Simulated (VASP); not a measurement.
Given:

```
CELL_PARAMETERS angstrom
      1.45888    -2.52685     0.00000
      1.45888     2.52685     0.00000
      0.00000     0.00000     3.04257
ATOMIC_POSITIONS crystal
  Ti 0.00000 0.00000 0.00000
  B  0.33333 0.66667 0.50000
  B  0.66667 0.33333 0.50000
```

These are LDA (Ceperley-Alder, Perdew-Zunger), VASP's LDA PAW potentials (set 64) (plane waves; VASP 6.6.1) values and carry that method's errors. Run with 620 eV cut-off, 12×12×10 Γ-centred mesh, first-order Methfessel-Paxton smearing of 0.10 eV, potentials Ti_sv B.

Energy and stress use the plane-wave basis of the starting cell.

Problem. The ions, cell shape and volume at an external pressure of 45.0 GPa are relaxed. What does this cell relax into?

Solution. 
```
CELL_PARAMETERS angstrom
      1.44281    -2.49901     0.00000
      1.44281     2.49901     0.00000
      0.00000     0.00000     2.99757
ATOMIC_POSITIONS crystal
  Ti 0.00000 0.00000 0.00000
  B  0.33333 0.66667 0.50000
  B  0.66667 0.33333 0.50000
```
Space group P6/mmm (191), at a tolerance of 0.03 Å.

Problem. How do energy and volume change from the first to the last step?

Solution. The energy (σ→0) changes by +63.5 meV/atom and the volume by -3.6 %, in 6 ionic steps.

| step | E(σ→0) (eV) | max force (eV/Å) | pressure (GPa) | volume (Å³) |
|---|---|---|---|---|
| 1 | -26.7351 | 0.000 | 30.01 | 22.43 |
| 2 | -26.0176 | 0.000 | 78.33 | 20.24 |
| 3 | -26.5552 | 0.000 | 44.71 | 21.66 |
| 4 | -26.5509 | 0.000 | 44.93 | 21.64 |
| 5 | -26.5465 | 0.000 | 45.25 | 21.62 |
| 6 | -26.5444 | 0.000 | 45.29 | 21.62 |

The compound is TiB2 in the AlB2 type structure. This run relaxes it under an external pressure of 45 GPa. Symmetry was kept, so distortions that lower it aren't found.
